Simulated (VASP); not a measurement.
Energy against volume of Na (bcc). Calculation: PW91 GGA, VASP's PBE PAW potentials (set 64) (plane waves; VASP 6.6.1).

| V (Å³/atom) | E (eV/atom) |
|---|---|
| 34.665 | -1.29613 |
| 35.771 | -1.29923 |
| 36.877 | -1.30047 |
| 37.984 | -1.30007 |
| 39.090 | -1.29823 |

**Question.** Fit a third-order Birch-Murnaghan equation of state.

**Answer.** 
| Quantity | Value |
|---|---|
| volume per atom | 37.14 Å³/atom |
| bulk modulus | 7.7 GPa |
| pressure derivative of the bulk modulus | 3.31 |
| lattice constant a | 4.204 Å |

Measured: bulk modulus 7.9 GPa at 0 K (computed value off by -2.5 %), as given by Daniel Mejia-Rodriguez et al., Physical Review B (2018), arXiv:1807.09216 [0 K value with the zero-point phonon effect removed]; a 4.214 Å at 0 K (computed value off by -0.2 %), as given by Daniel Mejia-Rodriguez et al., Physical Review B (2018), arXiv:1807.09216 [static lattice: zero-point anharmonic expansion removed].

The compound is Na in the bcc structure. It was relaxed first.
